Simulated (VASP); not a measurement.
Level of theory: PBEsol GGA, VASP's PBE PAW potentials (set 64) (plane waves; VASP).

A VASP calculation is set up with these files.

**POSCAR**
```
CdS
1
   -0.0000000000     2.9132300778     2.9132300778
    2.9132300778    -0.0000000000     2.9132300778
    2.9132300778     2.9132300778     0.0000000000
Cd S
1 1
Direct
  0.0000000000   0.0000000000   0.0000000000
  0.2500000000   0.2500000000   0.2500000000
```

**KPOINTS**
```
Automatic mesh
0
Gamma
9 9 9
0 0 0
```

INCAR:
```
LORBIT=11
NEDOS=601   # DOS grid
LMAXMIX=4
NELM=100
LASPH=.TRUE.   # aspherical one-centre terms
ISIF=2   # forces and stress, cell fixed
ENCUT=400   # plane-wave cut-off (eV)
EDIFF=1E-7   # SCF stop (eV)
LCHARG=.TRUE.
SYSTEM=CdS
GGA=PS
LREAL=.FALSE.   # projection in real space or not
LWAVE=.FALSE.
ALGO=Normal
ISMEAR=-5   # tetrahedra, Bloechl
PREC=Accurate
```

POTCAR, in this order: Cd S (PBE.64 set). Program: vasp_std.

**Question.** What will the output report for the number of irreducible k-points (NKPTS), number of bands (NBANDS), largest plane-wave count, number of space-group operations, FFT grid (NGX, NGY, NGZ)?

**Answer.** 
```yaml
number of irreducible k-points (NKPTS): 35
number of bands (NBANDS): 13
largest_plane_wave_count: 914
number_of_space_group_operations: 24
FFT grid (NGX, NGY, NGZ): 28 × 28 × 28
```

The compound is CdS in the zinc blende structure, a metastable form; wurtzite is the usual one. It was relaxed first.
